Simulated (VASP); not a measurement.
The input files of a VASP run:

File KPOINTS:
```
K-points
0
Gamma
7 7 4
0 0 0
```

POSCAR:
```
MgTe
1
    2.2581179581    -3.9111754448     0.0000000000
    2.2581179581     3.9111754448     0.0000000000
    0.0000000000     0.0000000000     7.3472254025
Mg Te
2 2
Direct
  0.6666670000   0.3333330000   0.4998084451
  0.3333330000   0.6666670000   0.9998084451
  0.6666670000   0.3333330000   0.8761915549
  0.3333330000   0.6666670000   0.3761915549
```

### INCAR
```
! general
SYSTEM  = MgTe
PREC    = Accurate
ENCUT   = 520
LREAL   = F
LASPH   = T

! electronic loop
EDIFF   = 1E-7   ! SCF stop (eV)
NELM    = 100   ! most electronic steps
ALGO    = Normal   ! blocked Davidson
LMAXMIX = 4

! smearing
ISMEAR  = 0
SIGMA   = 0.05   ! width (eV)

! functional
GGA     = PS   ! PBEsol

! ions
IBRION  = 2   ! conjugate gradients
NSW     = 30   ! most ionic steps
ISIF    = 4
EDIFFG  = -0.01   ! ionic stop

! output
LWAVE   = F
LCHARG  = F
```

POTCAR, in this order: Mg Te (PBE.64 set). Program: vasp_std.

Translate this PBEsol calculation to Quantum ESPRESSO's pw.x.

One equivalent input (not run):
```
&CONTROL
  calculation = 'vc-relax'
  pseudo_dir = './pseudo'
  outdir = './out'
  tprnfor = .true.
  tstress = .true.
  nstep = 30
  forc_conv_thr = 0.00039
/
&SYSTEM
  ibrav = 0
  nat = 4
  ntyp = 2
  ecutwfc = 84
  occupations = 'smearing'
  smearing = 'gaussian'
  degauss = 0.003675
  input_dft = 'pbesol'
/
&ELECTRONS
  conv_thr = 7.3e-09
  electron_maxstep = 100
/
&IONS
/
&CELL
  cell_dofree = 'shape'
/
ATOMIC_SPECIES
  Mg 24.305 Mg.upf
  Te 127.600 Te.upf
CELL_PARAMETERS angstrom
     2.2581180   -3.9111754    0.0000000
     2.2581180    3.9111754    0.0000000
     0.0000000    0.0000000    7.3472254
ATOMIC_POSITIONS crystal
  Mg   0.6666670  0.3333330  0.4998084
  Mg   0.3333330  0.6666670  0.9998084
  Te   0.6666670  0.3333330  0.8761916
  Te   0.3333330  0.6666670  0.3761916
K_POINTS automatic
  7 7 4 0 0 0
```
The two are equivalent in intent, not identical: the potentials are each code's own (VASP's PAW set, PseudoDojo norm-conserving files in pw.x), so ENCUT and ecutwfc are chosen apart and not converted; conv_thr bounds pw.x's estimated SCF error, while EDIFF bounds the energy change between steps; forc_conv_thr acts on force components and is met together with etot_conv_thr.

The compound is MgTe in the wurtzite structure. This cell is one point of a volume scan, at 0.97 of the reference volume.
